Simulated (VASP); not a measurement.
# CrO2 with optB86b-vdW + U: from relaxation to properties, part 2 of 2

How well does optB86b-vdW + U reproduce what experiment finds for CrO2? The cell is relaxed first, and properties follow on it. The start is a cell from a database of measured crystal structures.

VASP 6.6.1, plane waves and PAW; the level of theory is named at each step.

Still holding for the runs below: The magnetic order is the lowest of the few collinear ones that converged above; longer or canted patterns were not tried.

So far, gap on the k-mesh (eV): step 3 (magnetic order: antiferromagnetic within the cell) 0.326; step 6 (magnetic order: antiferromagnetic, q = (1/2, 1/2, 0)) 0.448. The relaxed cell has a = 4.448, c = 2.968 Å (conventional setting).

**10. Density, ELF and potential (optB86b-vdW + U)**

The relaxed cell gets a fresh self-consistent run, on a basis set for its own volume, to fix the density and to check the remaining stress.

File INCAR:

```
SYSTEM = CrO2
PREC = Accurate
ENCUT = 520
EDIFF = 1E-06
NELM = 100
ISMEAR = 0
SIGMA = 0.05
LREAL = .FALSE.
ALGO = Normal
GGA = MK
AGGAC = 0
LUSE_VDW = .TRUE.
PARAM1 = 0.1234
PARAM2 = 1
LASPH = .TRUE.
NBANDS = 36
ISPIN = 2
MAGMOM = 2.37 2.37 -0.19 -0.19 -0.19 -0.19
LDAU = .TRUE.
LDAUTYPE = 2
LDAUL = 2 -1
LDAUU = 4 0
LDAUJ = 0 0
LDAUPRINT = 1
LMAXMIX = 4
LORBIT = 11
LWAVE = .FALSE.
LCHARG = .TRUE.
ISIF = 2
LELF = .TRUE.
LVHAR = .TRUE.
```

File POSCAR:

```
CrO2
1.0
    4.4476506007      0.0000000000      0.0000000000
    0.0000000000      4.4476506007      0.0000000000
    0.0000000000      0.0000000000      2.9680057721
Cr O
2 4
Direct
    0.0000000000      0.0000000000      0.0000000000
    0.5000000000      0.5000000000      0.5000000000
    0.3012426249      0.3012426249      0.0000000000
    0.1987573751      0.8012426249      0.5000000000
    0.6987573751      0.6987573751      0.0000000000
    0.8012426249      0.1987573751      0.5000000000
```

File KPOINTS:

```
Automatic mesh
0
Gamma
5 5 8
0 0 0
```

Potentials, in the order of the species: Cr_pv and O (PBE family, release 64).

Run with:

```sh
$ mpirun -np 8 vasp_std
```

The job ended after 25 s (8 MPI ranks of Intel Xeon 6975P-C (Granite Rapids), shared host; peak memory 1.7 GiB).

With spin, VASP writes an ELF for each channel.

This step gave:

```
electronic steps : 19
bands            : 40
pressure         : 0.01440 GPa
```

Valence electrons inside each PAW sphere by angular momentum. Sphere charges, by row:

| atom | s (e) | p (e) | d (e) | tot (e) |
| --- | --- | --- | --- | --- |
| Cr1 | 0.349 | 6.447 | 3.934 | 10.73 |
| Cr2 | 0.349 | 6.447 | 3.934 | 10.73 |
| O3 | 1.565 | 3.459 | 0 | 5.024 |
| O4 | 1.565 | 3.459 | 0 | 5.024 |
| O5 | 1.565 | 3.459 | 0 | 5.024 |
| O6 | 1.565 | 3.459 | 0 | 5.024 |

Spin density in the ab plane at fractional z = 0.000, with atoms of Cr and O within 0.2 Å of it.

Ten even steps from '0' (-0.4 e/Å³) to '9' (2.9 e/Å³), each cell a mean:
```
86211111111125
43211111111112
11111111000111
11111111000011
11111111000011
11111111100011
11111111111111
11100111111111
11000011111111
11000001111111
11100001111111
21110011111122
63111111111136
96211111111148
```
Columns run along a (4.4 Å), rows up along b (4.4 Å). Atoms in or near the plane, at fractional coordinates: Cr at (0.00, 0.00), O at (0.30, 0.30), O at (0.70, 0.70).

Electrostatic potential energy in the ab plane at fractional z = 0.000, with atoms of Cr and O within 0.2 Å of it. With pseudopotentials it is smooth inside the atoms' cores, unlike the true potential.

Values in eV, 14 rows by 14 columns, each cell a mean:
```
-54 -48 -28  -5   2   5   6   6   5   4   0 -13 -38 -52
-41 -32 -15  -1   3   5   6   5   3  -1  -4  -7 -23 -38
-16 -10  -2   2   4   5   5   3  -8 -32 -36 -15  -7 -13
  0   1   3   4   4   4   4   0 -29 -50 -50 -36  -4   0
  4   4   4   5   4   4   3   0 -27 -50 -50 -32  -1   4
  6   6   5   5   4   3   2   1  -7 -27 -29  -8   3   5
  6   6   5   4   2   1   1   1   1   0   0   3   5   6
  6   6   3  -6 -14  -8   0   1   2   3   4   5   6   6
  5   4  -4 -39 -50 -41  -8   1   3   4   4   5   5   5
  2   1 -12 -49 -48 -50 -14   2   4   4   4   4   3   2
 -6  -4  -8 -40 -49 -39  -6   4   5   5   4   2  -1  -5
-33 -25 -11  -8 -12  -4   3   5   5   4   3  -2 -15 -28
-52 -44 -25  -4   1   4   6   6   6   4   1 -10 -32 -48
-54 -52 -33  -6   2   5   6   6   6   4   0 -16 -41 -54
```
Columns run along a (4.4 Å; values clipped at the 3rd and 97th percentile), rows up along b (4.4 Å). Atoms in or near the plane, at fractional coordinates: Cr at (0.00, 0.00), O at (0.30, 0.30), O at (0.70, 0.70).

ELF of up spins in the ab plane at fractional z = 0.000, with atoms of Cr and O within 0.2 Å of it. It is the smooth field of the valence electrons, not physical close to the nuclei.

Ten even steps from '0' (0.01) to '9' (0.81), each cell a mean:
```
14520000343121
45410003798522
23200016999951
11000027966983
10000026976994
00001013899973
00255411367630
03799851122100
16997984000000
26985795100000
13898995000012
32389972000245
12236630001354
01312100011241
```
Columns run along a (4.4 Å), rows up along b (4.4 Å). Atoms in or near the plane, at fractional coordinates: Cr at (0.00, 0.00), O at (0.30, 0.30), O at (0.70, 0.70).

In this run the pressure is 0.01 GPa, small enough to go on.

**11. Bands along the symmetry lines (optB86b-vdW + U)**

Levels along the symmetry lines show where the bands peak and cross; KPOINTS_OPT computes them in the converged potential.

Changes to INCAR since step 10:

```diff
@@ -15,5 +15,5 @@
 LASPH = .TRUE.
-NBANDS = 36
+NBANDS = 46
 ISPIN = 2
-MAGMOM = 2.37 2.37 -0.19 -0.19 -0.19 -0.19
+MAGMOM = 2.415 2.415 -0.209 -0.209 -0.209 -0.209
 LDAU = .TRUE.
@@ -27,5 +27,3 @@
 LWAVE = .FALSE.
-LCHARG = .TRUE.
-ISIF = 2
-LELF = .TRUE.
-LVHAR = .TRUE.
+LCHARG = .FALSE.
+KPAR = 8
```

POSCAR is that of step 10.

KPOINTS is that of step 10.

File KPOINTS_OPT:

```
Line mode
16
Line-mode
Reciprocal
  0.00000000   0.00000000   0.00000000 GAMMA
  0.00000000   0.50000000   0.00000000 X

  0.00000000   0.50000000   0.00000000 X
  0.50000000   0.50000000   0.00000000 M

  0.50000000   0.50000000   0.00000000 M
  0.00000000   0.00000000   0.00000000 GAMMA

  0.00000000   0.00000000   0.00000000 GAMMA
  0.00000000   0.00000000   0.50000000 Z

  0.00000000   0.00000000   0.50000000 Z
  0.00000000   0.50000000   0.50000000 R

  0.00000000   0.50000000   0.50000000 R
  0.50000000   0.50000000   0.50000000 A

  0.50000000   0.50000000   0.50000000 A
  0.00000000   0.00000000   0.50000000 Z

  0.00000000   0.50000000   0.00000000 X
  0.00000000   0.50000000   0.50000000 R

  0.50000000   0.50000000   0.00000000 M
  0.50000000   0.50000000   0.50000000 A
```

Run with:

```sh
$ mpirun -np 8 vasp_std
```

Elapsed: 81 s, on 8 MPI ranks; peak memory 4.5 GiB; 8.5 min of CPU time.

Numbers from this step:

```yaml
bands: 46
pressure: 0.01371 GPa
```

Spin up. Electronic bands along the path, in eV, zero at the Fermi level; # counts the bands kept:

| point | #13 | #14 | #15 | #16 | #17 | #18 | #19 | #20 |
| --- | --- | --- | --- | --- | --- | --- | --- | --- |
| Γ | -1.13 | -1.00 | -0.49 | -0.49 | 0.08 | 1.35 | 1.46 | 4.04 |
| 0.53 of the way | -1.46 | -0.90 | -0.69 | -0.34 | 0.00 | 1.08 | 2.45 | 3.89 |
| X | -0.81 | -0.81 | -0.79 | -0.79 | 0.54 | 0.54 | 3.72 | 3.72 |
| 0.47 of the way | -1.28 | -1.28 | -1.12 | -1.12 | 0.93 | 0.93 | 3.40 | 3.40 |
| M | -1.89 | -1.89 | -1.45 | -1.45 | 1.21 | 1.21 | 3.00 | 3.00 |
| 0.53 of the way | -1.80 | -1.50 | -0.66 | -0.51 | 0.44 | 1.16 | 2.43 | 3.81 |
| Γ | -1.13 | -1.00 | -0.49 | -0.49 | 0.08 | 1.35 | 1.46 | 4.04 |
| 0.53 of the way | -1.53 | -1.46 | -0.25 | 0.05 | 0.05 | 1.01 | 2.11 | 3.34 |
| Z | -2.05 | -2.05 | 0.32 | 0.32 | 0.34 | 0.34 | 2.84 | 2.84 |
| 0.47 of the way | -1.97 | -1.97 | -0.30 | -0.30 | 0.70 | 0.70 | 2.29 | 2.29 |
| R | -1.68 | -1.68 | -1.14 | -1.14 | 0.85 | 0.85 | 1.99 | 1.99 |
| 0.47 of the way | -1.63 | -1.63 | -0.84 | -0.84 | 0.66 | 0.66 | 2.35 | 2.35 |
| A | -1.49 | -1.49 | -0.27 | -0.27 | 0.22 | 0.22 | 3.24 | 3.24 |
| 0.47 of the way | -1.93 | -1.91 | -0.83 | -0.01 | 0.24 | 0.85 | 1.96 | 3.24 |
| Z | -2.05 | -2.05 | 0.32 | 0.32 | 0.34 | 0.34 | 2.84 | 2.84 |
| jump to X | -0.81 | -0.81 | -0.79 | -0.79 | 0.54 | 0.54 | 3.72 | 3.72 |
| 0.53 of the way | -0.95 | -0.95 | -0.53 | -0.53 | 0.55 | 0.55 | 2.49 | 2.49 |
| R | -1.68 | -1.68 | -1.14 | -1.14 | 0.85 | 0.85 | 1.99 | 1.99 |
| jump to M | -1.89 | -1.89 | -1.45 | -1.45 | 1.21 | 1.21 | 3.00 | 3.00 |
| 0.47 of the way | -1.76 | -1.76 | -1.06 | -1.06 | 0.82 | 0.82 | 3.33 | 3.33 |
| A | -1.49 | -1.49 | -0.27 | -0.27 | 0.22 | 0.22 | 3.24 | 3.24 |

Of the projections kept (Cr, O), the largest for each band there; the rest of the weight can lie on other orbitals:

| point | #13 | #14 | #15 | #16 | #17 | #18 | #19 | #20 |
| --- | --- | --- | --- | --- | --- | --- | --- | --- |
| Γ | Cr 0.99 | O 0.95 | O 0.98 | O 0.98 | O 0.99 | Cr 0.78 | Cr 0.91 | Cr 0.64 |
| X | O 0.92 | O 0.92 | O 0.51 | O 0.51 | Cr 0.72 | Cr 0.72 | Cr 0.68 | Cr 0.68 |
| M | O 0.91 | O 0.91 | O 0.92 | O 0.92 | Cr 0.55 | Cr 0.55 | Cr 0.79 | Cr 0.79 |
| Γ | Cr 0.99 | O 0.95 | O 0.98 | O 0.98 | O 0.99 | Cr 0.78 | Cr 0.91 | Cr 0.64 |
| Z | Cr 0.90 | Cr 0.90 | Cr 0.67 | Cr 0.67 | O 0.54 | O 0.54 | Cr 0.79 | Cr 0.79 |
| R | Cr 0.91 | Cr 0.91 | O 0.99 | O 0.99 | Cr 0.57 | Cr 0.57 | Cr 0.89 | Cr 0.89 |

Spin down. The electronic bands at the labelled points (eV, zero at the Fermi level; v1 is the highest filled band, c1 the lowest empty one):

| point | v4 | v3 | v2 | v1 | c1 | c2 | c3 | c4 |
| --- | --- | --- | --- | --- | --- | --- | --- | --- |
| Γ | -1.23 | -0.93 | -0.93 | -0.52 | 2.69 | 2.70 | 2.90 | 3.15 |
| 0.53 of the way | -1.93 | -1.63 | -1.29 | -0.80 | 2.92 | 3.04 | 3.29 | 3.42 |
| X | -2.26 | -2.26 | -1.26 | -1.26 | 3.23 | 3.23 | 3.61 | 3.61 |
| 0.47 of the way | -2.17 | -2.17 | -1.56 | -1.56 | 3.00 | 3.00 | 3.47 | 3.47 |
| M | -2.07 | -2.07 | -1.74 | -1.74 | 2.63 | 2.63 | 3.17 | 3.17 |
| 0.53 of the way | -2.19 | -1.70 | -1.40 | -0.93 | 2.71 | 3.16 | 3.19 | 3.30 |
| Γ | -1.23 | -0.93 | -0.93 | -0.52 | 2.69 | 2.70 | 2.90 | 3.15 |
| 0.53 of the way | -2.54 | -1.84 | -1.84 | -1.25 | 2.71 | 3.14 | 3.61 | 3.61 |
| Z | -2.97 | -2.97 | -2.00 | -2.00 | 3.28 | 3.28 | 3.87 | 3.87 |
| 0.47 of the way | -2.40 | -2.40 | -2.07 | -2.07 | 2.96 | 2.96 | 3.82 | 3.82 |
| R | -2.37 | -2.37 | -1.59 | -1.59 | 2.52 | 2.52 | 3.76 | 3.76 |
| 0.47 of the way | -2.05 | -2.05 | -1.40 | -1.40 | 2.69 | 2.69 | 3.86 | 3.86 |
| A | -1.80 | -1.80 | -1.12 | -1.12 | 2.95 | 2.95 | 3.81 | 3.81 |
| 0.47 of the way | -2.34 | -1.91 | -1.78 | -1.66 | 2.67 | 3.09 | 3.64 | 3.76 |
| Z | -2.97 | -2.97 | -2.00 | -2.00 | 3.28 | 3.28 | 3.87 | 3.87 |
| jump to X | -2.26 | -2.26 | -1.26 | -1.26 | 3.23 | 3.23 | 3.61 | 3.61 |
| 0.53 of the way | -2.32 | -2.32 | -1.36 | -1.36 | 2.99 | 2.99 | 3.85 | 3.85 |
| R | -2.37 | -2.37 | -1.59 | -1.59 | 2.52 | 2.52 | 3.76 | 3.76 |
| jump to M | -2.07 | -2.07 | -1.74 | -1.74 | 2.63 | 2.63 | 3.17 | 3.17 |
| 0.47 of the way | -2.16 | -2.16 | -2.06 | -2.06 | 3.29 | 3.29 | 3.41 | 3.41 |
| A | -1.80 | -1.80 | -1.12 | -1.12 | 2.95 | 2.95 | 3.81 | 3.81 |

Of the projections kept (Cr, O), the largest for each band there; the rest of the weight can lie on other orbitals:

| point | v4 | v3 | v2 | v1 | c1 | c2 | c3 | c4 |
| --- | --- | --- | --- | --- | --- | --- | --- | --- |
| Γ | O 0.95 | O 0.98 | O 0.98 | O 1.00 | Cr 1.00 | Cr 1.00 | Cr 0.96 | Cr 0.99 |
| X | O 0.85 | O 0.85 | O 0.97 | O 0.97 | Cr 0.94 | Cr 0.94 | Cr 0.90 | Cr 0.90 |
| M | O 0.92 | O 0.92 | O 0.92 | O 0.92 | Cr 0.98 | Cr 0.98 | Cr 0.99 | Cr 0.99 |
| Γ | O 0.95 | O 0.98 | O 0.98 | O 1.00 | Cr 1.00 | Cr 1.00 | Cr 0.96 | Cr 0.99 |
| Z | O 0.87 | O 0.87 | O 0.90 | O 0.90 | Cr 0.89 | Cr 0.89 | Cr 0.98 | Cr 0.98 |
| R | O 0.78 | O 0.78 | O 0.99 | O 0.99 | Cr 0.99 | Cr 0.99 | Cr 0.92 | Cr 0.92 |

There is no gap at this level.

Spin up: of the bands kept, 3 cross the Fermi level on this path. Spin down: The path shows an indirect gap of 3.04 eV (valence top at Γ, conduction bottom at R). The least direct gap is 3.20 eV.

**12. Total and projected DOS (optB86b-vdW + U)**

Here the states are counted by energy and projected on the atoms. The mesh is finer than in the run before.

Changes to INCAR since step 11:

```diff
@@ -5,3 +5,3 @@
 NELM = 100
-ISMEAR = 0
+ISMEAR = -5
 SIGMA = 0.05
@@ -29 +29,2 @@
 KPAR = 8
+NEDOS = 2001
```

POSCAR is that of step 11.

File KPOINTS:

```
Automatic mesh
0
Gamma
8 8 11
0 0 0
```

Run with:

```sh
$ mpirun -np 8 vasp_std
```

It took 75 s on 8 MPI ranks; peak memory 5.2 GiB; 7.9 min of CPU time.

With tetrahedra the forces and stress of a metal are not exact derivatives of the energy.

Numbers from this step:

```yaml
electronic_steps: 18
irreducible_k_points: 90
free_energy_toten: -32.19 eV
fermi_energy: 4.796 eV
pressure: 0.06647 GPa
dos_at_the_fermi_level: 0.7648 states/eV/cell
```

The density of states has structure finer than the step of the table below, so its rows give means over 1 eV, whole bins alone (the curve runs from -12.0 to 4.55 eV). Peaks (eV: height): total up -3.4: 5.36, 0.7: 3.74; total down -5.0: 3.77, 3.2: 4.32, 3.8: 6.18, 4.0: 5.96; Cr d up -3.4: 2.05, -2.0: 2.13, 0.7: 2.06, 3.9: 1.92; Cr d down 3.2: 3.74, 3.8: 5.27, 4.0: 5.17, 4.3: 2.49; O p up -6.1: 1.22, -3.4: 2.25, -0.7: 2.16, 0.7: 1.27.

States under -12.0 eV and over 4.6 eV are left out; left out, since it exceeds the total: Cr s up. Density of states against energy, zero at the Fermi level; means over each step; 7 of 9 lines; values in states/eV/cell:

| energy (eV) | total up | total down | Cr d up | Cr d down | O p up | O p down | Cr p down |
| --- | --- | --- | --- | --- | --- | --- | --- |
| -8 | 0 | 0 | 0 | 0 | 0 | 0 | 0 |
| -7 | 0.324 | 0 | 0.111 | 0 | 0.125 | 0 | 0 |
| -6 | 2.11 | 0.684 | 0.708 | 0.0890 | 0.797 | 0.361 | 0.0186 |
| -5 | 2.16 | 2.70 | 0.775 | 0.408 | 0.918 | 1.42 | 0.104 |
| -4 | 2.29 | 2.42 | 0.737 | 0.493 | 1.00 | 1.36 | 0.0586 |
| -3 | 3.16 | 2.63 | 1.31 | 0.244 | 1.22 | 1.67 | 0.143 |
| -2 | 2.81 | 2.48 | 1.52 | 0.175 | 0.852 | 1.70 | 0.0535 |
| -1 | 2.60 | 1.09 | 0.837 | 0.0273 | 1.28 | 0.816 | 0.0108 |
| 0 | 1.12 | 1.3e-4 | 0.401 | 0 | 0.547 | 1.5e-4 | 0 |
| 1 | 1.43 | 0 | 0.795 | 0 | 0.479 | 0 | 0 |
| 2 | 0.665 | 0.00612 | 0.511 | 0.00535 | 0.0785 | 1.4e-4 | 6.3e-6 |
| 3 | 1.33 | 2.84 | 0.891 | 2.45 | 0.277 | 0.136 | 0.00716 |
| 4 | 2.13 | 3.95 | 1.08 | 3.33 | 0.560 | 0.331 | 0.0171 |

The finer mesh and the other smearing move the Fermi level by +0.02 eV from the 5×5×8 run, a small shift, which tests the Fermi level alone. Of the states within 0.3 eV of the Fermi level, the largest shares in the PAW spheres are O p 48 % and Cr d 37 %. The rest lies in smaller channels or between the spheres.

**13. Core levels (optB86b-vdW + U)**

Core levels shift with the potential at each site, so they tell like atoms on unlike sites apart.

Changes to INCAR since step 12:

```diff
@@ -5,3 +5,3 @@
 NELM = 100
-ISMEAR = -5
+ISMEAR = 0
 SIGMA = 0.05
@@ -15,3 +15,3 @@
 LASPH = .TRUE.
-NBANDS = 46
+NBANDS = 36
 ISPIN = 2
@@ -29,2 +29,2 @@
 KPAR = 8
-NEDOS = 2001
+ICORELEVEL = 1
```

POSCAR is that of step 12.

File KPOINTS:

```
Automatic mesh
0
Gamma
5 5 8
0 0 0
```

Run with:

```sh
$ mpirun -np 8 vasp_std
```

It took 53 s on 8 MPI ranks; peak memory 3.7 GiB.

These are scalar-relativistic Kohn-Sham levels of the ground state, with no core hole, so they are not binding energies.

Numbers from this step:

* electronic steps: 19
* bands: 36
* irreducible k points: 30
* free energy (TOTEN): -32.20 eV
* Fermi energy: 4.775 eV
* pressure: 0.02496 GPa

Kohn-Sham core levels. Core levels, by row:

| atom | shell | level below the Fermi level (eV) |
| --- | --- | --- |
| Cr1 | 1s | 5879 |
| Cr1 | 2s | 666.4 |
| Cr1 | 2p | 559.8 |
| Cr1 | 3s | 71.79 |
| Cr2 | 1s | 5879 |
| Cr2 | 2s | 666.4 |
| Cr2 | 2p | 559.8 |
| Cr2 | 3s | 71.79 |
| O3 | 1s | 504.7 |
| O4 | 1s | 504.7 |
| O5 | 1s | 504.7 |
| O6 | 1s | 504.7 |

Atoms of one element give levels within 0.1 eV of each other.

**14. Field gradients at the nuclei (optB86b-vdW + U)**

Field gradients probe how far the charge around each nucleus departs from cubic symmetry; LASPH keeps the non-spherical terms inside the spheres.

Changes to INCAR since step 13:

```diff
@@ -3,3 +3,3 @@
 ENCUT = 520
-EDIFF = 1E-06
+EDIFF = 1E-07
 NELM = 100
@@ -29,2 +29,2 @@
 KPAR = 8
-ICORELEVEL = 1
+LEFG = .TRUE.
```

POSCAR is that of step 13.

KPOINTS is that of step 13.

Run with:

```sh
$ mpirun -np 8 vasp_std
```

Wall time 57 s (8 MPI ranks); peak memory 3.7 GiB.

This step gave:

| Quantity | Value |
| --- | --- |
| electronic steps | 20 |
| pressure | -1.99e-4 GPa |

Electric field gradients, by row:

| atom | Vxx (V/Å²) | Vyy (V/Å²) | Vzz (V/Å²) | asymmetry |
| --- | --- | --- | --- | --- |
| Cr1 | 46.69 | 9.467 | -56.15 | 0.663 |
| Cr2 | 46.69 | 9.467 | -56.15 | 0.663 |
| O3 | -12.87 | -7.469 | 20.33 | 0.265 |
| O4 | -12.87 | -7.469 | 20.33 | 0.265 |
| O5 | -12.87 | -7.469 | 20.33 | 0.265 |
| O6 | -12.87 | -7.469 | 20.33 | 0.265 |

The largest gradient, -56.15 V/Å², sits on Cr1 and like sites; times the quadrupole moment of a nucleus that has one, it gives the coupling that NMR and NQR see.

**15. What came out**

| Property | Result |
| --- | --- |
| relaxed volume | 9.785 Å³/atom |
| relaxed conventional cell a, b, c | 4.448, 4.448, 2.968 Å |
| space group after relaxing, within 0.02 Å | P4_2/mnm (No. 136) |
| moment of the cell (8×8×11 mesh) | 4 μB |
| largest site moment (8×8×11 mesh) | 2.41 μB on Cr1 |
| band gap | none, a half-metal |
| DOS at the Fermi level | 0.765 states/eV/cell |
| shallowest level of the frozen cores | Cr1 3s, 71.8 eV deep |
| largest field gradient Vzz | -56.15 V/Å² on Cr1 |

In words: With optB86b-vdW + U, CrO2 relaxes to 9.785 Å³/atom in space group P4_2/mnm, comes out as a half-metal, with a gap in one spin channel alone and keeps moments of up to 2.41 μB (8×8×11 mesh). Against the listed cell the volume lies +3.0 % (a +0.6 %, c +1.7 %). Bands along the symmetry lines (optB86b-vdW + U), spin up: Of the bands kept, 3 cross the Fermi level on this path. Bands along the symmetry lines (optB86b-vdW + U), spin down: The path shows an indirect gap of 3.04 eV (valence top at Γ, conduction bottom at R). The least direct gap is 3.20 eV. The k-sampling is coarse for a metal, so the Fermi level, moments, pressures and the shape of the cell carry errors. Only a few collinear orders were tried, on the cell as listed. No search among competing phases was made, and a listed structure need not be the one stable at ambient conditions. All values are for a static lattice at zero temperature.

Calculation against experiment:

```
              quantity  measured  optB86b-vdW, DFT+U
lattice constant a (Å)     4.423      4.448 (+0.6 %)
lattice constant c (Å)     2.918      2.968 (+1.7 %)
```

Measured values from pmc:6223964 (2014).

Verdict: The lattice constant a is off by +0.6 %. The lattice constant c is off by +1.7 %. The order used is the lowest of the few tried and need not be that of the sample, so the match is not graded. Zero-point motion and thermal expansion are not in the computed lattice constants.

[Lines on the potential files, build, host, timing and source positions are cut from VASP's logs without a mark.]

[Logs are printed without paths, hosts, clocks, repeated set-up lines and the standing remarks that a program may print on its own settings, such as how far it seeks lower states.]

[Hosts, paths, dates, database ids (printed as entryN), source tags and the programs' standing remarks are cut or masked in the printed files.]

[A measured line is paired with the nearest computed mode of its activity, which favours agreement.]
